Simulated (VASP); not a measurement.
Method: PBE GGA, VASP's PBE PAW potentials (set 64) (plane waves; VASP).

VASP input:

**INCAR**
```
ALGO = Normal
ENCUT = 300   # plane-wave cut-off (eV)
LCHARG = F
GGA = PE   # PBE
NELM = 100   # most electronic steps
LWAVE = F
LASPH = T   # aspherical one-centre terms
ISMEAR = 1   # Methfessel-Paxton
SYSTEM = Rb
EDIFF = 1E-6
LREAL = F
SIGMA = 0.136   # width (eV)
LMAXMIX = 4   # l cut-off of mixed one-centre charges
ISIF = 2   # forces and stress, cell fixed
PREC = Accurate
```

File POSCAR:
```
Rb
1.0
  7.8928250000   0.0000000000   0.0000000000
  3.9464120000   6.8353870000   0.0000000000
  0.0000000000   0.0000000000  16.8930000000
Rb
4
Direct
  0.9880950000   0.6309520000   0.4517260000
  0.6547620000   0.2976190000   0.3551770000
  0.6547620000   0.2976190000   0.6448230000
  0.3214290000   0.9642860000   0.5482740000
```

### KPOINTS
```
Automatic mesh
0
Gamma
4 4 1
0 0 0
```

POTCAR, in this order: Rb_sv (PBE.64 set). Program: vasp_std.

The run wrote:

**OSZICAR**
```
       N       E                     dE             d eps       ncg     rms          rms(c)
DAV:   1     0.280021907864E+03    0.28002E+03   -0.96409E+03   208   0.716E+02
DAV:   2     0.452694261508E+02   -0.23475E+03   -0.23320E+03   250   0.200E+02
DAV:   3    -0.189129548416E+01   -0.47161E+02   -0.47117E+02   276   0.856E+01
DAV:   4    -0.308428665833E+01   -0.11930E+01   -0.11895E+01   212   0.186E+01
DAV:   5    -0.311232778814E+01   -0.28041E-01   -0.28038E-01   290   0.240E+00    0.214E+00
DAV:   6    -0.300532448403E+01    0.10700E+00   -0.14635E-01   206   0.137E+00    0.108E+00
DAV:   7    -0.296069583820E+01    0.44629E-01   -0.16641E-01   200   0.117E+00    0.231E-01
DAV:   8    -0.296034680845E+01    0.34903E-03   -0.14431E-02   212   0.498E-01    0.108E-01
DAV:   9    -0.296117326070E+01   -0.82645E-03   -0.13524E-03   212   0.165E-01    0.643E-02
DAV:  10    -0.296155890416E+01   -0.38564E-03   -0.19364E-03   188   0.153E-01    0.290E-02
DAV:  11    -0.296138101751E+01    0.17789E-03   -0.43635E-04   194   0.581E-02    0.276E-02
DAV:  12    -0.296165675198E+01   -0.27573E-03   -0.26498E-04   182   0.672E-02    0.137E-02
DAV:  13    -0.296193486943E+01   -0.27812E-03   -0.88200E-05   194   0.299E-02    0.875E-03
DAV:  14    -0.296219350864E+01   -0.25864E-03   -0.84568E-05   176   0.293E-02    0.475E-03
DAV:  15    -0.296224690327E+01   -0.53395E-04   -0.37140E-05   176   0.202E-02    0.282E-03
DAV:  16    -0.296226085812E+01   -0.13955E-04   -0.12176E-05   112   0.831E-03    0.107E-03
DAV:  17    -0.296226233776E+01   -0.14796E-05   -0.14294E-06   154   0.293E-03    0.783E-04
DAV:  18    -0.296226265025E+01   -0.31249E-06   -0.22504E-07   112   0.190E-03
   1 F= -.29622627E+01 E0= -.29583063E+01  d E =-.118691E-01
```

File OUTCAR:
```
------------------------ aborting loop because EDIFF is reached ----------------------------------------
  FORCE on cell =-STRESS in cart. coord.  units (eV):
  Direction    XX          YY          ZZ          XY          YZ          ZX
  --------------------------------------------------------------------------------------
  Total       -0.4733365     -0.4733365     -0.1897730      0.0000000     -0.0000000      0.0000000
  in kB       -0.8321052     -0.8321052     -0.3336127      0.0000001     -0.0000000      0.0000000
  external PRESSURE =      -0.6659410 kB  Pullay stress =       0.0000000 kB
  volume of cell :      911.39
      direct lattice vectors                 reciprocal lattice vectors
     7.892825000  0.000000000  0.000000000     0.126697349 -0.073148739  0.000000000
     3.946412000  6.835387000  0.000000000     0.000000000  0.146297496  0.000000000
     0.000000000  0.000000000 16.893000000     0.000000000  0.000000000  0.059196117
 POSITION                                       TOTAL-FORCE (eV/Angst)
 -----------------------------------------------------------------------------------
     10.28886      4.31280      7.63101         0.000000      0.000000      0.037435
      6.34245      2.03434      6.00001        -0.000000     -0.000000      0.012946
      6.34245      2.03434     10.89299        -0.000000      0.000000     -0.012946
      6.34245      6.59127      9.26199        -0.000000      0.000000     -0.037435
 -----------------------------------------------------------------------------------
    total drift:                               -0.000002      0.000001     -0.000000
  FREE ENERGIE OF THE ION-ELECTRON SYSTEM (eV)
  ---------------------------------------------------
  free  energy   TOTEN  =        -2.9622626503 eV

  energy  without entropy=       -2.9503935145  energy(sigma->0) =       -2.95830627
```
(Selected blocks of OUTCAR.)

At this cut-off the stress carries a Pulay error, which pulls relaxed volumes low. The cell holds a wide vacuum, so values per volume refer to the whole cell.

The cell is a sheet with vacuum, built from a generated structure.
